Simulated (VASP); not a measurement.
```yaml
crystal:
  lattice:
    - [0.00000, 2.84912, 2.84912]
    - [2.84912, 0.00000, 2.84912]
    - [2.84912, 2.84912, 0.00000]
  atoms:
    - { symbol: Ge, position: [0.00000, 0.00000, 0.00000] }
    - { symbol: Ge, position: [0.25000, 0.25000, 0.25000] }
```

All values below come from PBE GGA with D3 dispersion (Becke-Johnson damping), VASP's PBE PAW potentials (set 64) (plane waves; VASP). Settings: 520 eV cut-off, Gaussian smearing of 0.050 eV, potentials Ge_d.

Q: Give the energies of bands 12 to 17 at the high-symmetry points, in eV from the Fermi level.

A: 
```
band      Γ      X      U      L      W
----  -----  -----  -----  -----  -----
12    -0.16  -8.81  -8.22  -7.50  -8.71
13     0.00  -3.00  -4.22  -1.37  -3.80
14     0.00  -3.00  -2.57  -1.37  -3.80
15     0.00   0.78   1.18   0.12   4.24
16     2.54   0.78   4.05   3.74   4.24
17     2.54   9.34   7.09   3.74   4.71
```

It has no gap at this level: it comes out as a metal or semimetal.

Measured: gap 0.79 eV (computed value off by -0.79 eV), as given by Anna Miglio et al., npj Computational Materials (2020), arXiv:2011.12765 [measured zero-point renormalisation of 52 meV added back].

The compound is Ge in the diamond structure. It was relaxed first.
